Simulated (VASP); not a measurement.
Given:

```xyz
6
Lattice="-2.5716 2.5716 6.9965 2.5716 -2.5716 6.9965 2.5716 2.5716 -6.9965" Properties=species:S:1:pos:R:3 pbc="T T T"
W      0.0000     0.0000     6.9965
W      2.5716     0.0000     3.4983
Te     0.0000     0.0000     4.2726
Te     2.5716     0.0000     0.7743
Te     2.5716     0.0000     6.2222
Te     0.0000     0.0000     9.7205
```

Calculation: PBEsol GGA, VASP's PBE PAW potentials (set 64) (plane waves; VASP). Run with 400 eV cut-off, Gaussian smearing of 0.050 eV, potentials W_sv Te.

Unless said otherwise, spin-orbit coupling is left out, though it shifts the bands of the heavy elements here.

Question: Predict the band gap (along the path) with the smallest direct gap where there is one.

Answer: 
The band gap (along the path) is none (metal, semimetal or under 0.01 eV).

The absolute energy has meaning only against runs of the same code, potentials and settings.

The structure was generated: Te2W was put into the anatase type (I4_1/amd), which need not be its known phase. It was relaxed first, which changed the volume by -23 %.
